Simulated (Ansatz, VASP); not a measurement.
## Two plane-wave programs on AlC3

File INCAR:

```
AGGAC = 1.0
AGGAX = 1.0
ALDAC = 0.0
ALDAX = 1.0
ALGO = Normal
EDIFF = 1E-7
ENCUT = 520
GGA = B5
ISIF = 2
ISMEAR = 1
LASPH = True
LCHARG = False
LREAL = False
LWAVE = False
NBANDS = 16
NELM = 100
PREC = Accurate
SIGMA = 0.01
```

KPOINTS

```
k-points
0
Gamma
  9 9 9
```

Contents of POSCAR:

```
AlC3
1.0
    3.2079290000      0.0000000000      0.0000000000
    0.0000000000      3.2079290000      0.0000000000
    0.0000000000      0.0000000000      3.2079290000
Al C
1 3
Direct
    0.0000000000      0.0000000000      0.0000000000
    0.0000000000      0.5000000000      0.5000000000
    0.5000000000      0.0000000000      0.5000000000
    0.5000000000      0.5000000000      0.0000000000
```

Input for Ansatz:

```yaml
crystal:
  lattice:
    - [3.207929, 0.0, 0.0]
    - [0.0, 3.207929, 0.0]
    - [0.0, 0.0, 3.207929]
  atoms:
    - { symbol: Al, position: [0.0, 0.0, 0.0] }
    - { symbol: C, position: [0.0, 0.5, 0.5] }
    - { symbol: C, position: [0.5, 0.0, 0.5] }
    - { symbol: C, position: [0.5, 0.5, 0.0] }
accuracy: low
kpoints:
  mp_grid:
    grid: [9, 9, 9]
hamiltonian:
  xc: blyp
  pseudopotentials:
    kind: nc
scf:
  n_extra_bands: 6
  lower_state_search: light
  occupations:
    method: methfessel_paxton
    width: 0.01
output:
  stress: true
```

The cell comes from a database or a generator and needn't be the stable form of this composition.

Alike in both runs: task single point; functional BLYP; k mesh 9 × 9 × 9; occupations methfessel-paxton of order 1, width 0.01 eV; no spin polarisation.

|  | VASP | Ansatz |
| --- | --- | --- |
| version | VASP 6.6.1 | Ansatz 0.2.0 |
| potentials or method | VASP PAW PBE potentials, release 64 (Al, C) | plane waves, norm-conserving potentials |
| plane-wave cutoff (eV) | 520 | 1116 |
| valence electrons in the cell | 15 | 15 |

|  | VASP | Ansatz | Ansatz less VASP |
| --- | --- | --- | --- |
| pressure (GPa) | 9.4 | 10.1 | +0.74 |

Caveats: the PAW data sets were made with another functional, which shifts forces and pressure a little (VASP).
